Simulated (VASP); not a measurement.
# Be18Cl in VASP: notebook, part 2 of 2

VASP 6.6.1. Earlier steps stand in the parts before.

### 4 Single point, LDA

The input, INCAR:

```
PREC     = Accurate       # precision mode
ENCUT    = 520            # plane-wave cutoff, eV
EDIFF    = 1E-6           # SCF threshold, eV
ISMEAR   = 0              # smearing method
SIGMA    = 0.1            # smearing width, eV
LREAL    = Auto         
LASPH    = True           # aspherical terms in the spheres
NELM     = 80             # most SCF steps
ALGO     = Normal         # electronic algorithm
ISIF     = 2              # what is computed and relaxed
LWAVE    = False          # write WAVECAR
LCHARG   = False          # write CHGCAR
NBANDS   = 36             # bands
```

The input, KPOINTS:

```
Automatic mesh
0
Gamma
  4 3 1
```

The input, POSCAR:

```
Be18Cl
1.0
    4.5800000000      0.0000000000      0.0000000000
    3.4350000000      5.9495950000      0.0000000000
    0.0000000000      0.0000000000     15.5884300000
Be Cl
18 1
Direct
    0.0000000000      0.0000000000      0.0641500780
    0.5000000000      0.0000000000      0.0641500780
    0.0000000420      0.3333332773      0.0641500780
    0.5000000420      0.3333332773      0.0641500780
   -0.0000000420      0.6666667227      0.0641500780
    0.4999999580      0.6666667227      0.0641500780
   -0.1698357484      0.2265594549      0.1800655358
    0.3404015805      0.2186575725      0.1816737157
   -0.1620663710      0.5576914059      0.1819218484
    0.3230048895      0.5507795068      0.1809976374
   -0.1632994952      0.8842057317      0.1750258365
    0.3270701046      0.8956631502      0.1745138542
    0.0016603609     -0.0085928538      0.2889496248
    0.5130051670     -0.0249154774      0.2873558787
   -0.0047797188      0.3269150253      0.2965718806
    0.5054112615      0.3351794534      0.2967561839
   -0.0023336617      0.6729389143      0.2956825671
    0.4871272868      0.6722617254      0.2874071347
    0.2151515735      0.3729038699      0.4038390011
```

Potentials or basis: VASP PAW LDA potentials, release 64 (Be, Cl).

Launch:

```sh
cat potpaw_LDA.64/Be/POTCAR potpaw_LDA.64/Cl/POTCAR > POTCAR
mpirun -np 1 vasp_std > vasp.out
```

OUTCAR:

```text
PREC = Accurate
   ENCUT = 520
   EDIFF = 1E-6
   ISMEAR = 0
   LREAL = Auto
   LASPH = True
   NELM = 80
   ISIF = 2

 ion  position               nearest neighbor table
   1  0.000  0.000  0.064-  12 2.15  11 2.19   7 2.25   5 2.29   3 2.29   6 2.29   4 2.29   2 2.29
                             2 2.29
   2  0.500  0.000  0.064-  12 2.16  11 2.18   8 2.25   6 2.29   4 2.29   3 2.29   5 2.29   1 2.29
                             1 2.29
   3  0.000  0.333  0.064-   7 2.23   9 2.27   8 2.28   1 2.29   2 2.29   4 2.29   4 2.29   6 2.29
                             5 2.29
   4  0.500  0.333  0.064-   7 2.23  10 2.24   8 2.26   2 2.29   1 2.29   3 2.29   3 2.29   5 2.29
                             6 2.29
   5  1.000  0.667  0.064-  11 2.16  10 2.23   9 2.24   1 2.29   2 2.29   6 2.29   6 2.29   4 2.29
                             3 2.29
   6  0.500  0.667  0.064-  12 2.19   9 2.27   2 2.29   1 2.29   5 2.29   5 2.29   3 2.29   4 2.29
                            10 2.29
   7  0.830  0.227  0.180-  13 2.20  15 2.21  16 2.23   3 2.23   4 2.23   1 2.25   8 2.27  12 2.28
                            10 2.28   9 2.29   8 2.31  11 2.34
   8  0.340  0.219  0.182-  14 2.19  10 2.24  16 2.24   2 2.25  12 2.25  15 2.25   4 2.26   7 2.27
                             3 2.28  11 2.29   7 2.31   9 2.32
   9  0.838  0.558  0.182-  18 2.15  10 2.20  17 2.21  11 2.24   5 2.24  15 2.25   3 2.27   6 2.27
                             7 2.29   8 2.32  12 2.33  10 2.38
  10  0.323  0.551  0.181-  18 2.15   9 2.20  17 2.21  16 2.22   5 2.23   4 2.24   8 2.24  11 2.26
                             7 2.28   6 2.29  12 2.38   9 2.38
  11  0.837  0.884  0.175-   5 2.16  14 2.17   2 2.18   1 2.19  13 2.20   9 2.24  10 2.26  17 2.26
                            12 2.29   8 2.29  12 2.30   7 2.34
  12  0.327  0.896  0.175-  14 2.14   1 2.15   2 2.16   6 2.19  13 2.20  18 2.21   8 2.25   7 2.28
                            11 2.29  11 2.30   9 2.33  10 2.38
  13  0.002  0.991  0.289-  11 2.20  17 2.20   7 2.20  12 2.20  18 2.21  14 2.29  15 2.29  14 2.30
                            16 2.32
  14  0.513  0.975  0.287-  12 2.14  18 2.14  17 2.16  11 2.17   8 2.19  13 2.29  13 2.30
  15  0.995  0.327  0.297-  19 2.06   7 2.21  16 2.22   9 2.25   8 2.25  13 2.29  18 2.35  16 2.37
                            17 2.38
  16  0.505  0.335  0.297-  19 2.07  15 2.22  10 2.22   7 2.23   8 2.24  18 2.28  13 2.32  17 2.32
                            15 2.37
  17  0.998  0.673  0.296-  14 2.16  13 2.20  10 2.21   9 2.21  18 2.24  11 2.26  16 2.32  18 2.34
[... 195 lines left out ...]
 NGX is ok and might be reduce to    36
   NGX = 17   NGY = 25   NGZ = 57

 number of electron      43.0000001 magnetization

 Free energy of the ion-electron system (eV)
  ---------------------------------------------------
  ext. energy  EPLUGINS =         0.00000000
  ---------------------------------------------------
  free energy    TOTEN  =       -72.64797710 eV

  energy without entropy =      -72.62626742  energy(sigma->0) =      -72.63712226

 E-fermi :  -0.8744     XC(G=0):  -5.3059

 val. band max:       -0.9123105538   @ k =   0.5000   0.3333   0.0000
 cond. band min:      -0.7722221091   @ k =   0.2500   0.0000   0.0000
 fundamental gap:      0.1400884447
 Fermi energy:        -0.8744207757

 k-point     1 :       0.0000    0.0000    0.0000
  band No.  band energies     occupation
      1     -17.5591      2.00000
      2     -10.4437      2.00000
      3      -8.3350      2.00000
      4      -7.4956      2.00000
      5      -7.4598      2.00000
      6      -6.6773      2.00000
[... 241 lines left out ...]
     32       3.8669      0.00000
     33       4.0813      0.00000
 [bands above 33 left out]

------------------------ aborting loop because EDIFF is reached ----------------------------------------

  FORCE on cell =-STRESS in cart. coord.  units (eV):
  Direction    XX          YY          ZZ          XY          YZ          ZX
  --------------------------------------------------------------------------------------
  -------------------------------------------------------------------------------------
  Total      -12.7332320    -15.0481865      0.2182916      1.3573927      0.7062037     -0.0032371
  in kB      -48.0279417    -56.7596211      0.8233648      5.1198925      2.6637000     -0.0122099
  external PRESSURE =     -34.6547327 kB  Pullay stress =       0.0000000 kB

 VOLUME and BASIS-vectors are now :
 -----------------------------------------------------------------------------
  energy-cutoff  :      520.00
  volume of cell :      424.77
      direct lattice vectors                 reciprocal lattice vectors
     4.580000000  0.000000000  0.000000000     0.218340611 -0.126059001  0.000000000
     3.435000000  5.949595000  0.000000000     0.000000000  0.168078668  0.000000000
     0.000000000  0.000000000 15.588430000     0.000000000  0.000000000  0.064150142

 POSITION                                       TOTAL-FORCE (eV/Angst)
 -----------------------------------------------------------------------------------
      0.00000      0.00000      1.00000        -0.083473      0.248165     -0.184075
      2.29000      0.00000      1.00000         0.044848      0.124884     -0.037486
      1.14500      1.98320      1.00000         0.040650     -0.045274      0.009278
      3.43500      1.98320      1.00000         0.010821      0.016513     -0.009533
      6.87000      3.96640      1.00000        -0.002018     -0.166157      0.119684
      4.58000      3.96640      1.00000        -0.015547     -0.277000      0.043919
[... 11 lines left out ...]
      4.54026      3.99969      4.48023        -0.002576     -0.001398     -0.013244
      2.26632      2.21863      6.29522        -0.004529      0.184640      0.009826
 -----------------------------------------------------------------------------------
    total drift:                                0.000560      0.000913      0.002186

  FREE ENERGIE OF THE ION-ELECTRON SYSTEM (eV)
  ---------------------------------------------------
  free  energy   TOTEN  =       -72.6479771011 eV

  energy  without entropy=      -72.6262674170  energy(sigma->0) =      -72.63712226
```

OSZICAR:

```text
N       E                     dE             d eps       ncg     rms          rms(c)
DAV:   1     0.156079290620E+03    0.15608E+03   -0.14632E+04   504   0.895E+02
DAV:   2    -0.609252317022E+02   -0.21700E+03   -0.20876E+03   740   0.172E+02
DAV:   3    -0.780416894108E+02   -0.17116E+02   -0.16638E+02   616   0.446E+01
[... 16 lines left out ...]
DAV:  20    -0.726479490073E+02   -0.59869E-04   -0.25493E-05   624   0.192E-02    0.719E-03
DAV:  21    -0.726479692701E+02   -0.20263E-04   -0.58999E-06   616   0.741E-03    0.245E-03
DAV:  22    -0.726479748690E+02   -0.55988E-05   -0.44668E-07   504   0.233E-03    0.127E-03
DAV:  23    -0.726479769705E+02   -0.21015E-05   -0.27516E-07   480   0.158E-03    0.114E-03
DAV:  24    -0.726479771011E+02   -0.13063E-06   -0.28873E-08   464   0.669E-04
   1 F= -.72647977E+02 E0= -.72637122E+02  d E =-.217097E-01
```

Run time: 5.7 min. Hardware: 1 thread of Intel Xeon Platinum 8375C at 2.90GHz (Ice Lake), shared host; peak memory 0.41 GiB.

Results:

```
Free energy            : -72.6480 eV
Largest force          : 0.320 eV/Å
Band gap on the k mesh : none (metal or under the smearing width)
```

Forces on the atoms (eV/Å):
```
Be  -0.083  0.248 -0.184
Be   0.045  0.125 -0.037
Be   0.041 -0.045  0.009
Be   0.011  0.017 -0.010
Be  -0.002 -0.166  0.120
Be  -0.016 -0.277  0.044
Be  -0.001  0.005 -0.002
Be   0.003 -0.005  0.010
Be   0.001 -0.002 -0.002
Be   0.000 -0.008 -0.004
Be   0.002 -0.008  0.002
Be   0.001 -0.003 -0.010
Be   0.003  0.003  0.019
Be   0.000 -0.004 -0.010
Be   0.010 -0.025  0.010
Be  -0.009 -0.022  0.012
Be   0.002 -0.017  0.037
Be  -0.003 -0.001 -0.013
Cl  -0.005  0.185  0.010
```

Caveat: the k mesh is coarse (spacing up to 0.40 Å⁻¹), so the values aren't converged; an odd number of electrons without spin polarisation forces a metal; a magnetic or distorted state may lie lower.

### 5 Single point, LDA

The input, INCAR:

```
  PREC = Accurate
  ENCUT = 520
  EDIFF = 1E-7
  ISMEAR = 0
  SIGMA = 0.1
  LREAL = Auto
  LASPH = True
  NELM = 100
  ALGO = Normal
  ISIF = 2
  LWAVE = False
  LCHARG = False
  GGA = CA
  NBANDS = 36
```

KPOINTS is that of step 4.

The input, POSCAR:

```
Be18Cl
1.0
    4.5800000000      0.0000000000      0.0000000000
    3.4350000000      5.9495950000      0.0000000000
    0.0000000000      0.0000000000     15.5884300000
Be Cl
18 1
Direct
    0.0000000000      0.0000000000      0.0641500780
    0.5000000000      0.0000000000      0.0641500780
    0.0000000420      0.3333332773      0.0641500780
    0.5000000420      0.3333332773      0.0641500780
   -0.0000000420      0.6666667227      0.0641500780
    0.4999999580      0.6666667227      0.0641500780
   -0.1693508425      0.2264293620      0.1805259414
    0.3383472920      0.2199692584      0.1800796488
   -0.1621463585      0.5579322626      0.1817125907
    0.3207069745      0.5542713412      0.1809867960
   -0.1688909031      0.8888344501      0.1754638536
    0.3263819618      0.8989632067      0.1760107978
    0.0012373197     -0.0082940099      0.2875794419
    0.5089757691     -0.0196381434      0.2908251825
   -0.0149274025      0.3367550228      0.2961763949
    0.5002895399      0.3443449512      0.2966655398
   -0.0101575250      0.6813934394      0.2909591280
    0.4885711271      0.6734192832      0.2900570487
    0.2691578849      0.3040191811      0.4027404941
```

Potentials or basis: VASP PAW LDA potentials, release 64 (Be, Cl).

Launch:

```sh
cat potpaw_LDA.64/Be/POTCAR potpaw_LDA.64/Cl/POTCAR > POTCAR
mpirun -np 1 vasp_std > vasp.out
```

OUTCAR:

```text
PREC = Accurate
   ENCUT = 520
   EDIFF = 1E-7
   ISMEAR = 0
   LREAL = Auto
   LASPH = True
   NELM = 100
   ISIF = 2
   GGA = CA

 ion  position               nearest neighbor table
   1  0.000  0.000  0.064-  12 2.17  11 2.19   7 2.26   5 2.29   3 2.29   6 2.29   4 2.29   2 2.29
                             2 2.29
   2  0.500  0.000  0.064-  12 2.17  11 2.18   8 2.23   6 2.29   4 2.29   3 2.29   5 2.29   1 2.29
                             1 2.29
   3  0.000  0.333  0.064-   7 2.24   8 2.25   9 2.27   1 2.29   2 2.29   4 2.29   4 2.29   6 2.29
                             5 2.29
   4  0.500  0.333  0.064-   8 2.24   7 2.24  10 2.25   2 2.29   1 2.29   3 2.29   3 2.29   5 2.29
                             6 2.29
   5  1.000  0.667  0.064-  11 2.18  10 2.22   9 2.24   1 2.29   2 2.29   6 2.29   6 2.29   4 2.29
                             3 2.29
   6  0.500  0.667  0.064-  12 2.23   9 2.27  10 2.29   2 2.29   1 2.29   5 2.29   5 2.29   3 2.29
                             4 2.29
   7  0.831  0.226  0.181-  13 2.18  15 2.20  16 2.24   3 2.24   4 2.24   1 2.26  12 2.26   8 2.28
                             9 2.29  10 2.30   8 2.30  11 2.32
   8  0.338  0.220  0.180-   2 2.23  12 2.23   4 2.24  14 2.24   3 2.25  10 2.26  11 2.27   7 2.28
                            16 2.28  15 2.29   7 2.30   9 2.31
   9  0.838  0.558  0.182-  17 2.17  18 2.18  10 2.20  15 2.22   5 2.24  11 2.26   3 2.27   6 2.27
[... 480 lines left out ...]
     32       3.8874      0.00000
     33       4.0099      0.00000
 [bands above 33 left out]

------------------------ aborting loop because EDIFF is reached ----------------------------------------

  FORCE on cell =-STRESS in cart. coord.  units (eV):
  Direction    XX          YY          ZZ          XY          YZ          ZX
  --------------------------------------------------------------------------------------
  -------------------------------------------------------------------------------------
  Total      -12.6452423    -14.5535683      0.1376215      1.2912890     -0.8568235      0.0462615
  in kB      -47.6960570    -54.8939917      0.5190887      4.8705588     -3.2318164      0.1744918
  external PRESSURE =     -34.0236533 kB  Pullay stress =       0.0000000 kB

 VOLUME and BASIS-vectors are now :
 -----------------------------------------------------------------------------
  energy-cutoff  :      520.00
  volume of cell :      424.77
      direct lattice vectors                 reciprocal lattice vectors
     4.580000000  0.000000000  0.000000000     0.218340611 -0.126059001  0.000000000
     3.435000000  5.949595000  0.000000000     0.000000000  0.168078668  0.000000000
     0.000000000  0.000000000 15.588430000     0.000000000  0.000000000  0.064150142

 POSITION                                       TOTAL-FORCE (eV/Angst)
 -----------------------------------------------------------------------------------
      0.00000      0.00000      1.00000        -0.037110      0.260615     -0.034635
      2.29000      0.00000      1.00000        -0.001113      0.051313      0.021260
      1.14500      1.98320      1.00000         0.005639      0.018143      0.038890
      3.43500      1.98320      1.00000         0.040504      0.143840     -0.021336
      6.87000      3.96640      1.00000        -0.045431     -0.204777      0.030871
      4.58000      3.96640      1.00000         0.028212     -0.185310     -0.084066
[... 11 lines left out ...]
      4.55085      4.00657      4.52153         0.007366      0.003822      0.035934
      2.27705      1.80879      6.27809         0.009195     -0.269673     -0.003667
 -----------------------------------------------------------------------------------
    total drift:                                0.001182     -0.000670      0.001264

  FREE ENERGIE OF THE ION-ELECTRON SYSTEM (eV)
  ---------------------------------------------------
  free  energy   TOTEN  =       -72.6677449059 eV

  energy  without entropy=      -72.6471606445  energy(sigma->0) =      -72.65745278
```

stdout:

```text
POSCAR found type information on POSCAR BeCl
 POSCAR found :  2 types and      19 ions
 scaLAPACK will be used
 LDA part: xc-table for (Slater(with rela. corr.)+CA(PZ))
 , standard interpolation
 POSCAR, INCAR and KPOINTS ok, starting setup
 FFT: planning ... GRIDC
 FFT: planning ... GRID_SOFT
 FFT: planning ... GRID
 WAVECAR not read
 entering main loop
```

Wall time 5.9 min (1 thread of Intel Xeon Platinum 8375C at 2.90GHz (Ice Lake), shared host); peak memory 0.41 GiB.

What came out:

| Item | Value |
| --- | --- |
| Free energy | -72.6677 eV |
| Largest force | 0.270 eV/Å |
| Band gap on the k mesh | none (metal or under the smearing width) |

Forces on the atoms (eV/Å):
```
Be  -0.037  0.261 -0.035
Be  -0.001  0.051  0.021
Be   0.006  0.018  0.039
Be   0.041  0.144 -0.021
Be  -0.045 -0.205  0.031
Be   0.028 -0.185 -0.084
Be   0.001  0.007  0.005
Be  -0.002  0.001 -0.013
Be   0.002  0.000 -0.001
Be   0.001  0.015 -0.004
Be  -0.012  0.018  0.002
Be   0.010  0.015  0.017
Be  -0.001  0.002 -0.004
Be   0.001  0.021  0.041
Be  -0.003  0.036  0.002
Be  -0.001  0.034  0.009
Be  -0.004  0.034 -0.036
Be   0.007  0.004  0.036
Cl   0.009 -0.270 -0.004
```

Levels at points of the mesh, in eV from the Fermi level:
| k point | band 19 | band 20 | band 21 | band 22 | band 23 | band 24 | band 25 | band 26 |
| --- | --- | --- | --- | --- | --- | --- | --- | --- |
| (0.00, 0.00, 0.00) | -1.35 | -0.46 | -0.40 | -0.17 | 0.67 | 2.49 | 2.65 | 2.95 |
| (0.50, 0.00, 0.00) | -0.57 | -0.31 | -0.14 | 0.18 | 0.87 | 0.97 | 1.89 | 1.94 |

Caveat: the k mesh is coarse (spacing up to 0.40 Å⁻¹), so the values aren't converged; an odd number of electrons without spin polarisation forces a metal; a magnetic or distorted state may lie lower.
